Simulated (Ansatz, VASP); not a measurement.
# Al3GaN4 in two plane-wave programs, part 2 of 2

Aim: how closely do two programs agree when they are given the same cell, functional and k mesh? The cell is taken from a series of runs on this material, whose earlier steps may have relaxed, scaled, displaced or heated it; both programs get it as it stands.

VASP 6.6.1 and Ansatz 0.2.0.

So far: Starting point; Ansatz: dielectric response, PBEsol.

## Step 3: VASP: dielectric response, PBEsol

Level of this step: PBEsol; plane waves and PAW (Al, Ga_d, N) (VASP).

The same cell, functional and mesh now go to VASP, with its own data sets.

Lines of VASP's logs that name or quote its potential files are left out, and so is its time.

INCAR

```
SYSTEM = Al3GaN4
PREC = Accurate
ENCUT = 520
EDIFF = 1E-08
NELM = 120
ISMEAR = 0
SIGMA = 0.01
LREAL = .FALSE.
ALGO = Normal
GGA = PS
NBANDS = 29
LORBIT = 11
LWAVE = .FALSE.
LCHARG = .FALSE.
ISIF = 2
LEPSILON = .TRUE.
LASPH = .TRUE.
GGA_COMPAT = .FALSE.
KPAR = 2
```

POSCAR

```
Al3GaN4
1.0
    4.4014385300      0.0000000000      0.0000000000
    0.0000000000      4.4014385300      0.0000000000
    0.0000000000      0.0000000000      4.4014385300
Al Ga N
3 1 4
Direct
    0.5000000000      0.5000000000      0.0000000000
    0.5000000000      0.0000000000      0.5000000000
    0.0000000000      0.5000000000      0.5000000000
    0.0000000000      0.0000000000      0.0000000000
    0.7441634300      0.7441634300      0.2558365700
    0.7441634300      0.2558365700      0.7441634300
    0.2558365700      0.7441634300      0.7441634300
    0.2558365700      0.2558365700      0.2558365700
```

KPOINTS

```
Automatic mesh
0
Gamma
6 6 6
0 0 0
```

The projector-augmented-wave data sets are Al, Ga_d and N (PBE family, release 64).

Started as:

```
$ mpirun -np 2 vasp_std
```

Numbers of over 12 decimals in the logs are rounded to 6 here.

The log of the run:

```text
[banner, memory and clock lines left out]
running    2 mpi-ranks, on    1 nodes
 distrk:  each k-point on    1 cores,    2 groups
 distr:  one band on    1 cores,    1 groups

 POSCAR found type information on POSCAR AlGaN
 POSCAR found :  3 types and       8 ions
|                                                                             |
|               ----> ADVICE to this user running VASP <----                  |
|                                                                             |
|     You enforced a specific xc type in the INCAR file but a different       |
|     [... a line on the potential file left out ...]
|     I HOPE YOU KNOW WHAT YOU ARE DOING!                                     |
|                                                                             |

 LDA part: xc-table for (Slater+PW92), standard interpolation
 POSCAR, INCAR and KPOINTS ok, starting setup
 FFT: planning ... GRIDC
 FFT: planning ... GRID_SOFT
 FFT: planning ... GRID
 WAVECAR not read
 entering main loop
       N       E                     dE             d eps       ncg     rms          rms(c)
DAV:   1     0.333481929413E+03    0.33348E+03   -0.19769E+04  1234   0.179E+03
DAV:   2    -0.224769614506E+02   -0.35596E+03   -0.33546E+03  1356   0.445E+02
DAV:   3    -0.668282303330E+02   -0.44351E+02   -0.43145E+02  1339   0.134E+02
DAV:   4    -0.686071421721E+02   -0.17789E+01   -0.17721E+01  1579   0.291E+01
DAV:   5    -0.686446094499E+02   -0.37467E-01   -0.37435E-01  1413   0.394E+00    0.162E+01
DAV:   6    -0.599627732860E+02    0.86818E+01   -0.30306E+01  1809   0.557E+01    0.557E+00
DAV:   7    -0.600318661727E+02   -0.69093E-01   -0.25278E+00  1337   0.107E+01    0.393E+00
DAV:   8    -0.599738103616E+02    0.58056E-01   -0.40292E-01  1578   0.622E+00    0.930E-01
DAV:   9    -0.599492145021E+02    0.24596E-01   -0.94283E-02  1759   0.419E+00    0.454E-01
DAV:  10    -0.599491594531E+02    0.55049E-04   -0.10754E-02  1403   0.622E-01    0.181E-01
DAV:  11    -0.599492787265E+02   -0.11927E-03   -0.71149E-04  1855   0.289E-01    0.185E-02
DAV:  12    -0.599492811915E+02   -0.24650E-05   -0.14471E-04  1409   0.105E-01    0.145E-02
DAV:  13    -0.599492817037E+02   -0.51221E-06   -0.87745E-06  1875   0.322E-02    0.880E-03
DAV:  14    -0.599492815208E+02    0.18290E-06   -0.19399E-06  1762   0.932E-03    0.354E-03
DAV:  15    -0.599492813967E+02    0.12406E-06   -0.27572E-07  1535   0.305E-03    0.624E-04
DAV:  16    -0.599492814081E+02   -0.11355E-07   -0.25563E-08  1179   0.117E-03    0.138E-04
DAV:  17    -0.599492814086E+02   -0.54797E-09   -0.39585E-09   770   0.781E-04
   1 F= -.59949281E+02 E0= -.59949281E+02  d E =-.510451E-17
 Linear response reoptimize wavefunctions to high precision
DAV:   1    -0.599492814089E+02   -0.22101E-09   -0.86920E-10   779   0.566E-04
DAV:   2    -0.599492814090E+02   -0.14734E-09   -0.34744E-10   745   0.138E-04
DAV:   3    -0.599492814090E+02   -0.23647E-10   -0.60575E-11   725   0.724E-05
 Linear response G [H, r] |phi>, progress :
  Direction:   1
       N       E                     dE             d eps       ncg     rms
RMM:   1    -0.120414908829E+03   -0.12041E+03    0.32444E+02  1631   0.257E+02
RMM:   2    -0.109504195470E+03    0.10911E+02   -0.28014E+01  2278   0.626E+01
RMM:   3    -0.126113800013E+03   -0.16610E+02    0.20610E+01  2422   0.186E+01
RMM:   4    -0.130866569770E+03   -0.47528E+01   -0.95785E+00  2486   0.470E+00
RMM:   5    -0.130265279764E+03    0.60129E+00   -0.22885E+00  2519   0.139E+00
RMM:   6    -0.130166372943E+03    0.98907E-01   -0.11770E+00  2546   0.418E-01
RMM:   7    -0.130060832324E+03    0.10554E+00   -0.10860E-01  2605   0.140E-01
RMM:   8    -0.130062896140E+03   -0.20638E-02   -0.12774E-01  2594   0.464E-02
RMM:   9    -0.130050110642E+03    0.12785E-01    0.39477E-04  2591   0.166E-02
RMM:  10    -0.130051968726E+03   -0.18581E-02   -0.18110E-02  2471   0.642E-03
RMM:  11    -0.130050071982E+03    0.18967E-02    0.88144E-04  2321   0.254E-03
RMM:  12    -0.130050429441E+03   -0.35746E-03   -0.27892E-03  2064   0.116E-03
RMM:  13    -0.130050145046E+03    0.28440E-03    0.16119E-04  1857   0.649E-04
RMM:  14    -0.130050198468E+03   -0.53422E-04   -0.49646E-04  1687   0.470E-04
RMM:  15    -0.130050146490E+03    0.51978E-04    0.19152E-04  1523   0.420E-04
RMM:  16    -0.130050149566E+03   -0.30767E-05    0.90929E-05  1439   0.399E-04
RMM:  17    -0.130050137855E+03    0.11711E-04    0.23748E-04  1375   0.395E-04
RMM:  18    -0.130050134417E+03    0.34384E-05    0.17563E-04  1344   0.390E-04
 Linear response G [H, r] |phi>, progress :
  Direction:   2
       N       E                     dE             d eps       ncg     rms
RMM:   1    -0.115698560771E+03   -0.11570E+03    0.39009E+02  1637   0.263E+02
RMM:   2    -0.122205480558E+03   -0.65069E+01   -0.82045E+01  2293   0.657E+01
[...]
RMM:  12    -0.140143227570E+03   -0.34803E-03   -0.29133E-03  2084   0.161E-03
RMM:  13    -0.140142946293E+03    0.28128E-03   -0.11056E-04  1859   0.777E-04
RMM:  14    -0.140143000048E+03   -0.53755E-04   -0.61673E-04  1693   0.543E-04
RMM:  15    -0.140142955223E+03    0.44826E-04   -0.22286E-04  1551   0.465E-04
RMM:  16    -0.140142954848E+03    0.37464E-06   -0.20274E-04  1445   0.440E-04
RMM:  17    -0.140142949049E+03    0.57987E-05   -0.32020E-04  1377   0.430E-04
[...]
RMM:   2    -0.107893264618E+01   -0.48813E+00   -0.21034E-01  2401   0.215E+00
RMM:   3    -0.108654070270E+01   -0.76081E-02   -0.19547E-02  2470   0.555E-01
RMM:   4    -0.108691623910E+01   -0.37554E-03   -0.17773E-03  2533   0.155E-01
RMM:   5    -0.108695920492E+01   -0.42966E-04   -0.25539E-04  2515   0.499E-02
RMM:   6    -0.108696483098E+01   -0.56261E-05   -0.31870E-05  2564   0.161E-02
RMM:   7    -0.108696562256E+01   -0.79158E-06   -0.46953E-06  2544   0.565E-03
RMM:   8    -0.108696574435E+01   -0.12179E-06   -0.71910E-07  2254   0.185E-03
RMM:   9    -0.108696575828E+01   -0.13934E-07   -0.14762E-07  1917   0.644E-04
RMM:  10    -0.108696575716E+01    0.11214E-08   -0.36603E-08  1581   0.246E-04
 change of polarisation eV/A/(eV/A) component  2 :    -0.412     2.174    -0.260
 dielectric tensor                  component  2 :    -0.874     5.613    -0.552
 Linear response to external field (no local field effect), progress :
  Direction:   3
       N       E                     dE             d eps       ncg     rms          rms(c)
RMM:   1    -0.576932846914E+00   -0.57693E+00    0.57911E-01  1613   0.768E+00
RMM:   2    -0.953874879018E+00   -0.37694E+00   -0.15295E-01  2354   0.200E+00
RMM:   3    -0.960912545748E+00   -0.70377E-02   -0.16438E-02  2457   0.536E-01
RMM:   4    -0.961214680977E+00   -0.30214E-03   -0.14515E-03  2498   0.148E-01
RMM:   5    -0.961248213372E+00   -0.33532E-04   -0.19553E-04  2515   0.438E-02
RMM:   6    -0.961251463705E+00   -0.32503E-05   -0.13971E-05  2567   0.125E-02
RMM:   7    -0.961251888436E+00   -0.42473E-06   -0.23772E-06  2504   0.414E-03
RMM:   8    -0.961251935570E+00   -0.47134E-07   -0.17040E-07  2214   0.128E-03
RMM:   9    -0.961251941851E+00   -0.62809E-08   -0.50198E-08  1863   0.439E-04
 change of polarisation eV/A/(eV/A) component  3 :    -0.165    -0.260     1.923
 dielectric tensor                  component  3 :    -0.351    -0.552     5.080
 Linear response to external field, progress :
  Direction:   1
       N       E                     dE             d eps       ncg     rms          rms(c)
RMM:   1    -0.555395319139E+00   -0.55540E+00    0.79749E-01  4148   0.763E+00
RMM:   2    -0.958488509086E+00   -0.40309E+00   -0.17131E-01  6267   0.201E+00    0.147E+00
RMM:   3    -0.942960690144E+00    0.15528E-01   -0.41428E-02  6098   0.969E-01    0.870E-01
RMM:   4    -0.971382266513E+00   -0.28422E-01   -0.20016E-02  6138   0.720E-01    0.216E-01
RMM:   5    -0.988452933044E+00   -0.17071E-01   -0.20010E-03  6273   0.240E-01    0.581E-02
RMM:   6    -0.990293833208E+00   -0.18409E-02   -0.16899E-04  6373   0.859E-02    0.947E-03
RMM:   7    -0.991185267559E+00   -0.89143E-03   -0.32497E-05  6308   0.299E-02    0.798E-03
RMM:   8    -0.991027378717E+00    0.15789E-03    0.11971E-05  6398   0.943E-03    0.626E-04
RMM:   9    -0.991061967736E+00   -0.34589E-04   -0.10622E-06  6625   0.271E-03    0.378E-04
RMM:  10    -0.991048501909E+00    0.13466E-04    0.14016E-06  6568   0.796E-04    0.678E-05
RMM:  11    -0.991048832145E+00   -0.33024E-06   -0.18328E-07  6553   0.274E-04    0.411E-05
RMM:  12    -0.991047920329E+00    0.91182E-06    0.32744E-08  4978   0.107E-04    0.151E-05
RMM:  13    -0.991047367866E+00    0.55246E-06   -0.46577E-09  3270   0.589E-05    0.268E-06
 change of polarisation eV/A/(eV/A) component  1 :     1.839    -0.311    -0.076
 dielectric tensor                  component  1 :     4.902    -0.659    -0.162
 Linear response to external field, progress :
  Direction:   2
       N       E                     dE             d eps       ncg     rms          rms(c)
RMM:   1    -0.555406498449E+00   -0.55541E+00    0.79738E-01  4148   0.763E+00
RMM:   2    -0.958492301901E+00   -0.40309E+00   -0.17133E-01  6267   0.201E+00    0.147E+00
RMM:   3    -0.943055942777E+00    0.15436E-01   -0.42372E-02  6098   0.969E-01    0.870E-01
RMM:   4    -0.971396377138E+00   -0.28340E-01   -0.20118E-02  6137   0.720E-01    0.216E-01
RMM:   5    -0.988472458174E+00   -0.17076E-01   -0.22023E-03  6280   0.240E-01    0.581E-02
RMM:   6    -0.990305027586E+00   -0.18326E-02   -0.27486E-04  6364   0.858E-02    0.947E-03
RMM:   7    -0.991183637292E+00   -0.87861E-03   -0.33780E-05  6310   0.298E-02    0.796E-03
RMM:   8    -0.991028521339E+00    0.15512E-03   -0.31831E-06  6396   0.938E-03    0.625E-04
RMM:   9    -0.991061773898E+00   -0.33253E-04   -0.63481E-07  6626   0.270E-03    0.377E-04
RMM:  10    -0.991048663021E+00    0.13111E-04    0.79022E-08  6550   0.797E-04    0.690E-05
RMM:  11    -0.991048703650E+00   -0.40629E-07   -0.27691E-08  6562   0.278E-04    0.409E-05
RMM:  12    -0.991047835723E+00    0.86793E-06   -0.24879E-08  5004   0.111E-04    0.152E-05
RMM:  13    -0.991047286469E+00    0.54925E-06   -0.12515E-08  3281   0.615E-05    0.267E-06
 change of polarisation eV/A/(eV/A) component  2 :    -0.123     1.839    -0.238
 dielectric tensor                  component  2 :    -0.261     4.902    -0.505
 Linear response to external field, progress :
  Direction:   3
       N       E                     dE             d eps       ncg     rms          rms(c)
RMM:   1    -0.556590456355E+00   -0.55659E+00    0.78556E-01  4138   0.762E+00
RMM:   2    -0.958568149308E+00   -0.40198E+00   -0.16903E-01  6264   0.199E+00    0.147E+00
RMM:   3    -0.943055220227E+00    0.15513E-01   -0.42497E-02  6097   0.969E-01    0.870E-01
RMM:   4    -0.971372091182E+00   -0.28317E-01   -0.20095E-02  6121   0.718E-01    0.216E-01
RMM:   5    -0.988487359835E+00   -0.17115E-01   -0.22372E-03  6281   0.241E-01    0.582E-02
RMM:   6    -0.990295433761E+00   -0.18081E-02   -0.28011E-04  6357   0.868E-02    0.955E-03
RMM:   7    -0.991183497456E+00   -0.88806E-03   -0.34749E-05  6309   0.303E-02    0.812E-03
RMM:   8    -0.991029297448E+00    0.15420E-03   -0.29817E-06  6420   0.952E-03    0.640E-04
RMM:   9    -0.991061652037E+00   -0.32355E-04   -0.62084E-07  6615   0.271E-03    0.381E-04
RMM:  10    -0.991048470009E+00    0.13182E-04    0.82091E-08  6580   0.796E-04    0.727E-05
RMM:  11    -0.991048776190E+00   -0.30618E-06   -0.17370E-08  6548   0.277E-04    0.412E-05
RMM:  12    -0.991047797314E+00    0.97888E-06    0.80719E-10  5003   0.110E-04    0.145E-05
RMM:  13    -0.991047282730E+00    0.51458E-06    0.35516E-09  3253   0.605E-05    0.263E-06
 change of polarisation eV/A/(eV/A) component  3 :    -0.026    -0.335     1.839
 dielectric tensor                  component  3 :    -0.056    -0.712     4.902
 Born effective charges drift removed
```

OUTCAR, selected parts (step 3):

```text
ion  position               nearest neighbor table
   1  0.500  0.500  0.000-   5 1.89   6 1.89   7 1.89   8 1.89   3 3.11   4 3.11   2 3.11   2 3.11
                             3 3.11   2 3.11   4 3.11   2 3.11   3 3.11   4 3.11   3 3.11   4 3.11
   2  0.500  0.000  0.500-   5 1.89   6 1.89   7 1.89   8 1.89   3 3.11   4 3.11   1 3.11   1 3.11
                             4 3.11   1 3.11   3 3.11   1 3.11   3 3.11   4 3.11   4 3.11   3 3.11
   3  0.000  0.500  0.500-   5 1.89   6 1.89   7 1.89   8 1.89   2 3.11   4 3.11   1 3.11   1 3.11
                             4 3.11   2 3.11   4 3.11   4 3.11   1 3.11   2 3.11   1 3.11   2 3.11
   4  0.000  0.000  0.000-   5 1.95   6 1.95   7 1.95   8 1.95   2 3.11   3 3.11   1 3.11   2 3.11
                             3 3.11   1 3.11   3 3.11   3 3.11   1 3.11   2 3.11   2 3.11   1 3.11
   5  0.744  0.744  0.256-   1 1.89   2 1.89   3 1.89   4 1.95
   6  0.744  0.256  0.744-   1 1.89   2 1.89   3 1.89   4 1.95
   7  0.256  0.744  0.744-   1 1.89   2 1.89   3 1.89   4 1.95
   8  0.256  0.256  0.256-   1 1.89   2 1.89   3 1.89   4 1.95

  LATTYP: Found a simple cubic cell.
 ALAT       =     4.4014385300

 Subroutine GETGRP returns: Found 24 space group operations
 (whereof 24 operations were pure point group operations)

The static configuration has the point symmetry T_d .

 Found     20 irreducible k-points:

   k-points           NKPTS =     20   k-points in BZ     NKDIM =     20   number of bands    NBANDS=     29

   dimension x,y,z NGX =    36 NGY =   36 NGZ =   36
   dimension x,y,z NGXF=    72 NGYF=   72 NGZF=   72

   ENCUT  =  520.0 eV  38.22 Ry    6.18 a.u.   8.18  8.18  8.18*2*pi/ulx,y,z

   NELECT =      42.0000    total number of electrons

 k-points in reciprocal lattice and weights: Automatic mesh
   0.00000000  0.00000000  0.00000000       0.005
   0.16666667  0.00000000  0.00000000       0.028
   0.33333333  0.00000000  0.00000000       0.028
   0.50000000  0.00000000  0.00000000       0.014
   0.16666667  0.16666667  0.00000000       0.056
   0.33333333  0.16666667  0.00000000       0.111
   0.50000000  0.16666667  0.00000000       0.056
   0.33333333  0.33333333  0.00000000       0.056
   0.50000000  0.33333333  0.00000000       0.056
[...]
0.50000000  0.50000000  0.33333333       0.028
   0.50000000  0.50000000  0.50000000       0.005

 average (electrostatic) potential at core
       1 -71.6881       2 -71.6881       3 -71.6881       4 -62.3060       5 -60.5473
       6 -60.5473       7 -60.5473       8 -60.5473

  Total        0.3838355      0.3838355      0.3838355      0.0000000      0.0000000      0.0000000
  in kB        7.2122669      7.2122669      7.2122669      0.0000000      0.0000000      0.0000000
  external PRESSURE =       7.2122669 kB  Pullay stress =       0.0000000 kB

  energy-cutoff  :      520.00
  volume of cell :       85.27
      direct lattice vectors                 reciprocal lattice vectors
     4.401438530  0.000000000  0.000000000     0.227198447  0.000000000  0.000000000
     0.000000000  4.401438530  0.000000000     0.000000000  0.227198447  0.000000000
     0.000000000  0.000000000  4.401438530     0.000000000  0.000000000  0.227198447

 POSITION                                       TOTAL-FORCE (eV/Angst)
 -----------------------------------------------------------------------------------
      2.20072      2.20072      0.00000        -0.000000     -0.000000      0.000000
      2.20072      0.00000      2.20072        -0.000000     -0.000000      0.000000
      0.00000      2.20072      2.20072        -0.000000      0.000000      0.000000
      0.00000      0.00000      0.00000        -0.000000      0.000000      0.000000
      3.27539      3.27539      1.12605         0.062284      0.062284     -0.062284
      3.27539      1.12605      3.27539         0.062284     -0.062284      0.062284
      1.12605      3.27539      3.27539        -0.062284      0.062284      0.062284
      1.12605      1.12605      1.12605        -0.062284     -0.062284     -0.062284
 -----------------------------------------------------------------------------------
    total drift:                                0.000000      0.000000      0.000000

 MACROSCOPIC STATIC DIELECTRIC TENSOR (including local field effects in DFT)
 ------------------------------------------------------
           4.901787     0.000000    -0.000000
           0.000000     4.901787     0.000000
          -0.000000     0.000000     4.901787
 ------------------------------------------------------

 PIEZOELECTRIC TENSOR (including local field effects)  for field in x, y, z        (C/m^2)
          XX          YY          ZZ          XY          YZ          ZX
  --------------------------------------------------------------------------------
  x    -0.00000    -0.00000     0.00000     0.00000    -0.72524     0.00000
  y    -0.00000     0.00000     0.00000     0.00000     0.00000    -0.72524
  z    -0.00000    -0.00000    -0.00000    -0.72524     0.00000     0.00000

 BORN EFFECTIVE CHARGES (including local field effects) (in |e|, cummulative output)
 ---------------------------------------------------------------------------------
 ion    1
    1     2.61809    -0.00000    -0.00000
    2     0.00000     2.61809     0.00000
    3     0.00000     0.00000     2.42130
 ion    2
    1     2.61809     0.00000    -0.00000
    2    -0.00000     2.42130    -0.00000
    3     0.00000     0.00000     2.61809
 ion    3
    1     2.42130     0.00000    -0.00000
    2     0.00000     2.61809    -0.00000
    3    -0.00000     0.00000     2.61809
 ion    4
    1     2.52087     0.00000    -0.00000
    2    -0.00000     2.52087    -0.00000
    3     0.00000    -0.00000     2.52087
 ion    5
    1    -2.54459    -0.06039     0.06039
    2    -0.06039    -2.54459     0.06039
    3     0.06039     0.06039    -2.54459
 ion    6
    1    -2.54459     0.06039    -0.06039
    2     0.06039    -2.54459     0.06039
    3    -0.06039     0.06039    -2.54459
 ion    7
    1    -2.54459     0.06039     0.06039
    2     0.06039    -2.54459    -0.06039
    3     0.06039    -0.06039    -2.54459
 ion    8
    1    -2.54459    -0.06039    -0.06039
    2    -0.06039    -2.54459    -0.06039
    3    -0.06039    -0.06039    -2.54459
```

## Step 4: Differences

Known differences besides the potentials themselves: fixed occupations in Ansatz, narrow Gaussian smearing in VASP; VASP's response is taken on the typed mesh, Ansatz refines its own for the field response alone; the cutoff is 420 eV in Ansatz and 520 eV in VASP; Ansatz makes its cores anew for this functional, VASP keeps those of its PBE data sets. Total energies have different zeros and are not compared.

The two programs side by side:

| quantity | Ansatz | VASP | difference |
| --- | --- | --- | --- |
| ε∞ xx | 4.92 | 4.90 | +0.44 % |
| ε∞ yy | 4.92 | 4.90 | +0.44 % |
| ε∞ zz | 4.92 | 4.90 | +0.44 % |

## Step 5: Outcome

| Quantity | Value |
| --- | --- |
| difference in ε∞ xx (dielectric response, PBEsol) | 0.44 % |

**Reading.** The difference in ε∞ xx is 0.44 % (dielectric response, PBEsol), within the 5 % picked in this series as the mark of a large difference. Such differences can come from data sets, numerical settings and the points named under the comparisons, not from the functional's error against experiment.

[Lines on the potential files, build, host, timing and source positions are cut from VASP's logs without a mark.]

[Logs are printed without paths, hosts, clocks, repeated set-up lines and the standing remarks that a program may print on its own settings, such as how far it seeks lower states.]

[Hosts, paths, dates, database ids (printed as entryN), source tags and the programs' standing remarks are cut or masked in the printed files.]
